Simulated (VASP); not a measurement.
```xyz
2
Lattice="0.0000 2.1297 2.1297 2.1297 0.0000 2.1297 2.1297 2.1297 0.0000" Properties=species:S:1:pos:R:3 pbc="T T T"
Si     0.0000     0.0000     0.0000
C      1.0649     1.0649     1.0649
```

The numbers are results of PBE GGA with D3 dispersion (Becke-Johnson damping), VASP's PBE PAW potentials (set 64) (plane waves; VASP), not measurements. Run with 520 eV cut-off, 10×10×10 Γ-centred mesh, Gaussian smearing of 0.050 eV, potentials Si C.

**Question.** Give the stress tensor in GPa (positive for a compressed cell).

**Answer.** 
```
15.44   0.00   0.00
 0.00  15.44   0.00
 0.00   0.00  15.44
```
The pressure is its mean diagonal, 15.44 GPa.

The compound is SiC in the zinc blende structure. This cell is one point of a volume scan, at 0.94 of the reference volume.
